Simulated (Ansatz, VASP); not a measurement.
**Te (Tellurium): VASP beside Ansatz**

One calculation is typed for both programs; each brings its own data sets. How far apart do they land? The structure shown is the end of the Ansatz relaxation below.

Method: plane waves, with VASP 6.6.1 beside it; single point at PBEsol, in Ansatz 0.2.0.

## Step 1: Set-up

It takes space group P3_121 (No. 152, trigonal). The conventional cell has a = 4.295 Å, b = 4.295 Å, c = 6.019 Å, α = 90.00°, β = 90.00°, γ = 120.00°. Te has 2 Te at 2.91 Å nearest.

## Step 2: Ansatz: relaxation, PBEsol

Ansatz runs on its PAW soft_1 files.

This run makes the geometry at which the two programs are then compared.

input.yaml

```yaml
crystal:
  lattice:
    - [4.3163383699, 0.0, 0.0]
    - [-2.1581691849, 3.7380586797, 0.0]
    - [0.0, 0.0, 6.0185532582]
  atoms:
    - { symbol: Te, position: [0.2837864627, 0.0, 0.3333333333] }
    - { symbol: Te, position: [0.0, 0.2837864627, 0.6666666667] }
    - { symbol: Te, position: [0.7162135373, 0.7162135373, 0.0] }
kpoints:
  mp_grid: { grid: [12, 12, 8] }
hamiltonian:
  xc: pbesol
  pseudopotentials: { kind: paw, azcp: { folder: soft_1 }, xc_functional: pbe }
scf:
  occupations: { method: methfessel_paxton, width: 0.2 }
output:
  forces: true
  stress: true
  eigenvalues: true
relax:
  adjacent_minimum: "off"
  f_tol: 0.001
  max_steps: 60
  cell: { stress_tol: 0.01, fix: [c, angles] }
```

Started as:

```
$ ansatz run input.yaml --threads 4 --pin off --max-ram 10240MiB --backend cpu --events-out ev --progress --plain --runs-dir out
```

Numbers of over 12 decimals in the logs are rounded to 6 here.

Output:

```text
Warning: crystal.symmetry: narrowed to the stabiliser of the fixed cell quantities (relax.cell.fix) — unitary ops 6 → 2. The narrowing is safe, since a smaller group never makes results wrong: the run goes on under it, on as many k-points as the starting group would need, or more. Excluded: 4 operations that would move a fixed cell quantity at a test strain (relax.cell.fix fixes c, alpha, beta, gamma). The cell can leave their symmetry as it relaxes.
Engine: ansatz 0.2.0, x86_64-unknown-linux-gnu
Pseudopotentials: kind: paw
Pseudopotential: Te, paw, valence charge 16, recommended cutoff 420 eV (normal), soft_1/Te.paw.azcp
Functional definition: PBEsol
  exchange = pbesol_x
  correlation = pbesol_c
Crystal: 3 atoms, lattice volume = 97.108 Å³
Basis set: ecut = 420 eV, 1911 PW (Γ), exchange–correlation on 60×60×90 points (8 copies of the dense FFT grid, shifted against one another)
Bands: 29, of which v1, the nominal top of the filled ones, is band 24 counted from 1 (23 counted from 0)
Symmetry: 2 space group operations
k-points: 320 of 1152 (time reversal used)
Non-local potential: Te, projectors of the file, l = 0: 2, l = 1: 2, l = 2: 2, l = 3: 1
PAW form: soft (Blöchl's): semilocal exchange-correlation on the pseudo side does not see the compensation charge
PAW frozen core: Te, regenerated for the run's functional, and the local potential with it (the file was generated under x = pbe(κ = 0.804, μ = 0.219515), c = pbe(β = 0.066725))
PAW one-centre angular grid: Te, 590 points (default); XC on 64 Gauss nodes
Initial density: superposition of atomic densities (chi_scale 0.1, normalization cell)
Initial wavefunctions: pseudopotential atomic-orbital guess
Functional: x = pbesol(κ = 0.804, μ = 0.123457), c = pbesol(β = 0.046)
SCF iter   1: F=—  HF=-20704.826066 eV  |F-HF|=—  |Δ(HF+E_count)|=         —  Δρ=1.42e-2  dr2=1.44e-1  ethr=3.10e-3  ⟨swp⟩=8.6  Hψ=45658  notcnv=0
preconditioner: auto → Resta (q_TF=auto, 2.426 Å⁻¹)  ε∞=4.4  [insulator: Δε(μ)=0.309 eV  Ē_g=8.653 eV  σ=0.200 eV  W_gap=0.84  n_scr=22 (ndim 8)  ℏωp=16.0 eV  f_vac=0.004  D(μ)=-0.05/eV (n_scr^D=0)  ε∞_Penn≈4.4]
SCF iter   2: F=—  HF=-20704.805956 eV  |F-HF|=—  |Δ(HF+E_count)|=   2.01e-2  S|Δr|=    0.00e0  Δρ=8.22e-3  dr2=4.73e-2  ethr=3.00e-4  ⟨swp⟩=1.0  Hψ=11846  notcnv=0  defer=1
SCF iter   3: F=—  HF=-20704.798425 eV  |F-HF|=—  |Δ(HF+E_count)|=   7.53e-3  S|Δr|=    0.00e0  Δρ=6.46e-4  dr2=3.39e-4  ethr=9.86e-5  ⟨swp⟩=2.0  Hψ=13059  notcnv=0  defer=1
SCF iter   4: F=—  HF=-20704.798551 eV  |F-HF|=—  |Δ(HF+E_count)|=   1.26e-4  S|Δr|=    0.00e0  Δρ=2.07e-4  dr2=4.03e-5  ethr=7.07e-7  ⟨swp⟩=2.0  Hψ=16897  notcnv=0  defer=1
SCF iter   5: F=—  HF=-20704.798566 eV  |F-HF|=—  |Δ(HF+E_count)|=   1.49e-5  S|Δr|=    0.00e0  Δρ=7.33e-5  dr2=6.94e-6  ethr=8.40e-8  ⟨swp⟩=2.0  Hψ=16674  notcnv=0  defer=1
SCF iter   6: F=—  HF=-20704.798569 eV  |F-HF|=—  |Δ(HF+E_count)|=   3.31e-6  S|Δr|=    0.00e0  Δρ=1.61e-5  dr2=3.31e-7  ethr=1.45e-8  ⟨swp⟩=2.0  Hψ=12098  notcnv=0  defer=1
SCF iter   7: F=-20704.798570 eV  HF=-20704.798570 eV  |F-HF|=6.73e-9  |Δ(HF+E_count)|=   3.28e-7  S|Δr|=    0.00e0  Δρ=2.52e-6  dr2=6.51e-9  ethr=2.08e-10  ⟨swp⟩=9.7  Hψ=46770  notcnv=0
SCF 1 converged in 7 iterations: F = -20704.798570 eV  dr2 = 6.51e-9
  greatest PAW one-centre occupation: 0.998 electrons in one spin orbital (limit 2), on the Te atom at site 1 (counted from 0), in its partial waves of l = 2
relax step   1: F+E_penalty+E_count = -20704.79856961 eV  Δ(F+E_penalty+E_count) = +0.000e0 eV  max|allowed force component| = 4.116e-2 eV/Å  Δτ_max = 0.0000 Å  P = -0.674 GPa  Ω = 97.108 Å³  fix = [c, alpha, beta, gamma]  reactions: c -1.071 GPa; alpha -0.000, beta +0.000, gamma +0.000 GPa/rad  (7 SCF iters, dr2 threshold 1.00e-7 eV, accepted)
[...]
relax step   4: F+E_penalty+E_count = -20704.80028256 eV  Δ(F+E_penalty+E_count) = -1.917e-5 eV  max|allowed force component| = 2.386e-3 eV/Å  Δτ_max = 0.0013 Å  P = -0.191 GPa  Ω = 96.177 Å³  energy of the carried Pulay correction = +1.894e-4 eV  fix = [c, alpha, beta, gamma]  reactions: c -0.576 GPa; alpha -0.000, beta +0.000, gamma +0.003 GPa/rad  (5 SCF iters, dr2 threshold 7.77e-10 eV, accepted)
[...]
relax step   5: F+E_penalty+E_count = -20704.80028814 eV  Δ(F+E_penalty+E_count) = -5.575e-6 eV  max|allowed force component| = 7.098e-4 eV/Å  Δτ_max = 0.0007 Å  P = -0.192 GPa  Ω = 96.163 Å³  energy of the carried Pulay correction = +1.922e-4 eV  fix = [c, alpha, beta, gamma]  reactions: c -0.578 GPa; alpha -0.001, beta +0.001, gamma +0.002 GPa/rad  (5 SCF iters, dr2 threshold 3.56e-10 eV, accepted)
[...]
relax step   6: F+E_penalty+E_count = -20704.80009151 eV  Δ(F+E_penalty+E_count) = +1.966e-4 eV  max|allowed force component| = 7.281e-4 eV/Å  Δτ_max = 0.0000 Å  P = -0.192 GPa  Ω = 96.163 Å³  fix = [c, alpha, beta, gamma]  reactions: c -0.578 GPa; alpha -0.001, beta +0.001, gamma +0.002 GPa/rad  stress off target by 8.34e-4 GPa on what of the cell is left free  SCF on the basis re-selected at this cell (its energy is not comparable with the rows above)  (6 SCF iters)
basis re-selected at this cell: Δ(F+E_penalty+E_count) = +1.966e-4 eV, ΔP = +0.000 GPa vs the last step (what re-selecting the basis moved, of the pressure what is left beyond the Pulay correction that the steps carried, after the strain that the cell walked since its last selection, with what the two solves' SCF thresholds leave and, on support functions, any second-order correction that the steps lacked; it is no m [...]
SCF converged after 6 iterations
Stability not checked: this state was not tested for a lower state beside it, because cold or Methfessel-Paxton smearing, or corrected tetrahedra, fill the levels in a way that the test cannot read (fill_not_monotonic; see scf.lower_state_search)
Free energy (F): -20704.800092 eV
Harris-Foulkes:  -20704.800092 eV  (|F-HF|=7.28e-12)
Internal energy: -20704.803277 eV  (E = F + TS)
E sigma→0 (E₀):  -20704.800888 eV
Entropy (-TS):   0.003186 eV (1.062 meV/atom)
Fermi energy:    9.573630 eV
Step filling:    the computed levels leave a gap of 0.0002 eV = 0.0 smearing widths at the electron count; against every level under it full and every level over it empty, smearing changes F+E_penalty+E_count by +0.295 meV and its σ→0 estimate by -0.502 meV
--- Per-component energies (eV) ---
  E_band       = -766.319220
  E_kinetic    = 516.625578
  E_local      = -4726.180497  (includes V_loc(G=0)·N_el)
  E_nonlocal   = 200.647021
  E_hartree    = 2362.949206
  E_xc         = -365.948619
  E_vxc        = -307.189040  (∫ρ·V_xc dr)
  E_paw        = -13773.487438  (= ΣΔE_a)
  E_vpaw       = -1176.120919  (= ΣTr[D̂ρ^β])
  E_aug_tail   = 0.000250  (compensation charges beyond the density's cutoff)
  E_ewald      = -4920.533210
  E_core_change = 1.124434  (= ΣΔE_core)
  E_smearing   = 0.003186  (= −TS)
  E_closure    = 0.000000  (closes the sum)
  Σ components = -20704.800092   (vs F -20704.800092, Δ=0.00e0)
--- Forces (eV/Å), atoms counted from 1 ---
  atom   1  Te     0.00063547    -0.00047389     0.00002979
  atom   2  Te    -0.00072813     0.00031339    -0.00002979
  atom   3  Te     0.00009266     0.00016049     0.00000000
  max |Σ_I F_I| component: 2.99e-9 eV/Å
--- Stress (GPa, compression-positive) ---
        0.001658      -0.001427      -0.001625
       -0.001427       0.000010       0.000938
       -0.001625       0.000938      -0.577910
  P = ⅓ Tr σ = -0.1921 GPa (-1.921 kbar)
--- Band table (eV; the first three rows and the last of 320) ---
  k-point 0: bands = [... 20 lower, 6.9530, 7.7981, 7.7990, 8.4591, 10.5140, 10.5140, 11.2681, 14.3256, ... 1 higher]
  k-point 1: bands = [... 20 lower, 7.1198, 7.8655, 7.9610, 8.4835, 10.3869, 10.4095, 11.0994, 13.8901, ... 1 higher]
  k-point 2: bands = [... 20 lower, 7.0994, 8.0364, 8.2849, 8.5551, 10.1121, 10.1614, 10.6980, 13.5027, ... 1 higher]
  k-point 319: bands = [... 20 lower, 5.8659, 6.7869, 7.0439, 9.1149, 9.8002, 11.4881, 12.1698, 13.7036, ... 1 higher]
--- Relaxed structure (5 steps of the walk, 5 accepted, 1 SCFs on fresh bases) ---
  F+E_penalty+E_count = -20704.80009151 eV   max|allowed force component| = 7.281e-4 eV/Å   (the final SCF, on the basis selected at the relaxed cell)
  cell:  # Å, volume = 96.1632 Å³
    - [4.295296, -2.8726752853079288e-11, 0]
    - [-2.147648, 3.719835, 0]
    - [0, 0, 6.0185532582]
  atoms:
    - { symbol: Te, position: [0.283352, 4.147521864303878e-5, 0.333328] }
    - { symbol: Te, position: [4.1475218643033385e-5, 0.283352, 0.666672] }
    - { symbol: Te, position: [0.716607, 0.716607, 0] }
```

## Step 3: VASP: single point, PBEsol, pair 1

The same cell, functional, mesh and smearing now go to VASP, with its own data sets.

Lines of VASP's logs that name or quote its potential files are left out, and so is its time.

INCAR

```
SYSTEM = Te
PREC = Accurate
ENCUT = 500
EDIFF = 1E-06
NELM = 120
ISMEAR = 1
SIGMA = 0.2
LREAL = .FALSE.
ALGO = Normal
GGA = PS
NBANDS = 15
LORBIT = 11
LWAVE = .FALSE.
LCHARG = .FALSE.
ISIF = 2
LASPH = .TRUE.
GGA_COMPAT = .FALSE.
KPAR = 2
```

POSCAR

```
Te
1.0
    4.2952958277      0.0000000000      0.0000000000
   -2.1476479138      3.7198353036      0.0000000000
    0.0000000000      0.0000000000      6.0185532582
Te
3
Direct
    0.2833518805      0.0000414752      0.3333278126
    0.0000414752      0.2833518805      0.6666721874
    0.7166066443      0.7166066443      0.0000000000
```

KPOINTS

```
Automatic mesh
0
Gamma
12 12 8
0 0 0
```

The projector-augmented-wave data sets are Te (PBE family, release 64).

Started as:

```
$ mpirun -np 2 vasp_std
```

Output:

```text
[banner, memory and clock lines left out]
running    2 mpi-ranks, on    1 nodes
 distrk:  each k-point on    1 cores,    2 groups
 distr:  one band on    1 cores,    1 groups

 POSCAR found type information on POSCAR Te
 POSCAR found :  1 types and       3 ions
|                                                                             |
|               ----> ADVICE to this user running VASP <----                  |
|                                                                             |
|     You enforced a specific xc type in the INCAR file but a different       |
|     [... a line on the potential file left out ...]
|     I HOPE YOU KNOW WHAT YOU ARE DOING!                                     |
|                                                                             |

 LDA part: xc-table for (Slater+PW92), standard interpolation
 POSCAR, INCAR and KPOINTS ok, starting setup
 FFT: planning ... GRIDC
 FFT: planning ... GRID_SOFT
 FFT: planning ... GRID
 WAVECAR not read
 entering main loop
       N       E                     dE             d eps       ncg     rms          rms(c)
DAV:   1     0.715974484543E+02    0.71597E+02   -0.64710E+03  9600   0.938E+02
DAV:   2    -0.588723759647E+01   -0.77485E+02   -0.73685E+02 13041   0.141E+02
DAV:   3    -0.105226197865E+02   -0.46354E+01   -0.46065E+01 11378   0.387E+01
DAV:   4    -0.106012828884E+02   -0.78663E-01   -0.78648E-01 13966   0.594E+00
DAV:   5    -0.106025186766E+02   -0.12358E-02   -0.12358E-02 12396   0.657E-01    0.134E+01
DAV:   6    -0.105851649703E+02    0.17354E-01   -0.12333E-02 12148   0.669E-01    0.837E+00
DAV:   7    -0.105793567233E+02    0.58082E-02   -0.25671E-02 11133   0.955E-01    0.250E-01
DAV:   8    -0.105789404059E+02    0.41632E-03   -0.43936E-03 10958   0.380E-01    0.119E-01
DAV:   9    -0.105789548361E+02   -0.14430E-04   -0.12001E-04 13808   0.754E-02    0.775E-02
DAV:  10    -0.105789551255E+02   -0.28943E-06   -0.11152E-05 12492   0.216E-02    0.838E-03
DAV:  11    -0.105789537454E+02    0.13802E-05   -0.35043E-06 11609   0.111E-02    0.321E-03
DAV:  12    -0.105789538485E+02   -0.10318E-06   -0.28144E-07  6795   0.334E-03
   1 F= -.10578954E+02 E0= -.10579934E+02  d E =0.294156E-02
```

From OUTCAR (step 3):

```text
ion  position               nearest neighbor table
   1  0.283  0.000  0.333-   2 2.91   3 2.91   3 3.35   3 3.35   2 3.35   2 3.35
   2  0.000  0.283  0.667-   1 2.91   3 2.91   3 3.35   3 3.35   1 3.35   1 3.35
   3  0.717  0.717  0.000-   1 2.91   2 2.91   2 3.35   1 3.35   1 3.35   2 3.35

  LATTYP: Found a hexagonal cell.
 ALAT       =     4.2952958277
 C/A-ratio  =     1.4011964483

 Subroutine GETGRP returns: Found  2 space group operations
 (whereof  2 operations were pure point group operations)

The static configuration has the point symmetry C_2 .

 Found    320 irreducible k-points:

   k-points           NKPTS =    320   k-points in BZ     NKDIM =    320   number of bands    NBANDS=     15

   dimension x,y,z NGX =    32 NGY =   32 NGZ =   48
   dimension x,y,z NGXF=    64 NGYF=   64 NGZF=   96

   ENCUT  =  500.0 eV  36.75 Ry    6.06 a.u.   7.83  7.83 10.97*2*pi/ulx,y,z

   NELECT =      18.0000    total number of electrons

 k-points in reciprocal lattice and weights: Automatic mesh
   0.00000000  0.00000000  0.00000000       0.001
   0.08333333 -0.00000000  0.00000000       0.003
  -0.08333333  0.08333333  0.00000000       0.002
   0.16666667 -0.00000000  0.00000000       0.003
  -0.16666667  0.16666667  0.00000000       0.002
   0.25000000 -0.00000000  0.00000000       0.003
  -0.25000000  0.25000000  0.00000000       0.002
   0.33333333 -0.00000000  0.00000000       0.003
  -0.33333333  0.33333333  0.00000000       0.002
[...]
0.41666667  0.33333333  0.50000000       0.003
   0.33333333  0.33333333  0.50000000       0.002

 average (electrostatic) potential at core
       1 -88.2690       2 -88.2690       3 -88.2691

 E-fermi :   6.4420

 k-point     1 :       0.0000    0.0000    0.0000
  band No.  band energies     occupation
    ...
      5       3.9894      2.00000
      6       3.9902      2.00000
      7       4.8264      2.00000
      8       4.8272      2.00000
      9       5.4923      2.00000
     10       7.5412     -0.00000
     11       7.5412     -0.00000
     12       8.3015     -0.00000
     13      11.3195      0.00000
     14      11.3201      0.00000
    ...

 k-point     2 :       0.0833   -0.0000    0.0000
  band No.  band energies     occupation
    ...
      5       3.5886      2.00000
      6       3.7960      2.00000
      7       5.1044      2.00000
      8       5.3149      2.00000
      9       5.8056      2.00006
     10       7.2530     -0.00000
     11       7.4725     -0.00000
     12       8.1444     -0.00000
     13      11.1565      0.00000
     14      11.3055      0.00000
    ...

 k-point     3 :      -0.0833    0.0833    0.0000
  band No.  band energies     occupation
    ...
      5       3.5888      2.00000
      6       3.7957      2.00000
      7       5.1042      2.00000
      8       5.3151      2.00000
      9       5.8054      2.00006
     10       7.2533     -0.00000
     11       7.4724     -0.00000
     12       8.1441     -0.00000
     13      11.1564      0.00000
     14      11.3055      0.00000
    ...

  Total        0.0250203      0.0240573     -0.3052433     -0.0008340      0.0005673     -0.0009827
  in kB        0.4168641      0.4008200     -5.0856655     -0.0138946      0.0094512     -0.0163728
  external PRESSURE =      -1.4226604 kB  Pullay stress =       0.0000000 kB

  energy-cutoff  :      500.00
  volume of cell :       96.16
      direct lattice vectors                 reciprocal lattice vectors
     4.295295828  0.000000000  0.000000000     0.232812835  0.134414553  0.000000000
    -2.147647914  3.719835304  0.000000000     0.000000000  0.268829106  0.000000000
     0.000000000  0.000000000  6.018553258     0.000000000  0.000000000  0.166152887

 POSITION                                       TOTAL-FORCE (eV/Angst)
 -----------------------------------------------------------------------------------
      1.21699      0.00015      2.00615         0.017827     -0.000473      0.000028
     -0.60836      1.05402      4.01240        -0.009323      0.015202     -0.000028
      1.53902      2.66566      0.00000        -0.008504     -0.014729      0.000000
 -----------------------------------------------------------------------------------
    total drift:                                0.000000      0.000000     -0.000000

  FREE ENERGIE OF THE ION-ELECTRON SYSTEM (eV)
  ---------------------------------------------------
  free  energy   TOTEN  =       -10.5789538485 eV

  energy  without entropy=      -10.5818954116  energy(sigma->0) =      -10.57993437

 total charge
# of ion       s       p       d       tot
------------------------------------------
    1        1.438   1.797   0.046   3.282
    2        1.438   1.797   0.046   3.282
    3        1.438   1.797   0.046   3.282
--------------------------------------------------
tot          4.315   5.391   0.139   9.845

[... 3 further parts left out ...]
```

The PAW data sets were made with PBE, which is usual practice but a small mismatch for other functionals.

## Step 4: Differences

Known differences besides the potentials themselves: the data sets hold 48 valence electrons in Ansatz (on its PAW soft_1 files) and 18 in VASP; the cutoff is 420 eV in Ansatz and 500 eV in VASP; Ansatz makes its cores anew for this functional, VASP keeps those of its PBE data sets; Ansatz's pressure holds a Pulay correction, VASP's none. Total energies have different zeros and are not compared.

Both answers:

| quantity | Ansatz | VASP | difference |
| --- | --- | --- | --- |
| pressure (GPa) | -0.19 | -0.14 | -0.05 |

At this near-relaxed geometry the largest component of a force difference is 17 meV/Å.

## Step 5: Ansatz: relaxation, PBEsol

This run makes the geometry at which the two programs are then compared.

The structure compared here is the end of the Ansatz relaxation.

input.yaml, the sections that differ from step 2:

```yaml
crystal:
  lattice:
    - [4.2952958277, 0.0, 0.0]
    - [-2.1476479138, 3.7198353036, 0.0]
    - [0.0, 0.0, 6.0781428944]
  atoms:
    - { symbol: Te, position: [0.2833518805, 4.14752e-05, 0.3333278126] }
    - { symbol: Te, position: [4.14752e-05, 0.2833518805, 0.6666721874] }
    - { symbol: Te, position: [0.7166066443, 0.7166066443, 0.0] }
# kpoints, hamiltonian, scf, output, relax: as in step 2
```

Started as:

```
$ ansatz run input.yaml --threads 4 --pin off --max-ram 10240MiB --backend cpu --events-out ev --progress --plain --runs-dir out
```

Output:

```text
[...]
Crystal: 3 atoms, lattice volume = 97.115 Å³
Basis set: ecut = 420 eV, 1911 PW (Γ), exchange–correlation on 60×60×90 points (8 copies of the dense FFT grid, shifted against one another)
Bands: 29, of which v1, the nominal top of the filled ones, is band 24 counted from 1 (23 counted from 0)
Symmetry: 2 space group operations
[...]
k-points: 320 of 1152 (time reversal used)
[...]
--- Relaxed structure (5 steps of the walk, 5 accepted, 1 SCFs on fresh bases) ---
[...]
cell:  # Å, volume = 96.2088 Å³
    - [4.275202, 3.3903321445471965e-12, 0]
    - [-2.137601, 3.702433, 0]
    - [0, 0, 6.0781428944]
  atoms:
    - { symbol: Te, position: [0.282840, -6.77992437489599e-7, 0.333334] }
    - { symbol: Te, position: [-6.779924374422652e-7, 0.282840, 0.666666] }
    - { symbol: Te, position: [0.717161, 0.717161, 0] }
[key lines of the parts left out:]
SCF converged after 6 iterations
Free energy (F): -20704.794888 eV
Fermi energy:    9.538547 eV
P = ⅓ Tr σ = -0.3950 GPa (-3.950 kbar)
```

[end of part 1 of 2]

[Lines on the potential files, build, host, timing and source positions are cut from VASP's logs without a mark.]

[Logs are printed without paths, hosts, clocks, repeated set-up lines and the standing remarks that a program may print on its own settings, such as how far it seeks lower states.]

[Hosts, paths, dates, database ids (printed as entryN), source tags and the programs' standing remarks are cut or masked in the printed files.]
